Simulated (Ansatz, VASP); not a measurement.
# GaF: VASP beside Ansatz

```
CELL_PARAMETERS angstrom
0.00000 2.57696 2.57696
2.57696 0.00000 2.57696
2.57696 2.57696 0.00000
ATOMIC_POSITIONS crystal
Ga 0.25000 0.25000 0.25000
F 0.00000 0.00000 0.00000
```

The cell was built by a generator and needn't be a form met in nature.

Alike in both runs: task band structure; functional PBE; k mesh 7 × 7 × 7; occupations fermi-dirac, width 0.05 eV; spin-orbit coupling, no magnetisation.

|  | VASP | Ansatz |
| --- | --- | --- |
| version | VASP 6.6.1 | Ansatz 0.2.0 |
| potentials or method | VASP PAW PBE potentials, release 64 (Ga_d, F) | Ansatz PAW |
| plane-wave cutoff (eV) | 520 | 420 |
| valence electrons in the cell | 20 | 20 |

```tsv
	VASP	Ansatz	Ansatz less VASP
gap on the k mesh at the Fermi level (eV)	1.14	1.14	+0.003
least direct gap on the mesh (eV)	1.14	1.14	+0.003
gap along the band path (eV)	0.78	0.78	+0.004
pressure (GPa)	14.5	14.5	-0.05
```

Caveats: the pressure holds a Pulay correction of +0.4 GPa for the finite cutoff (Ansatz).
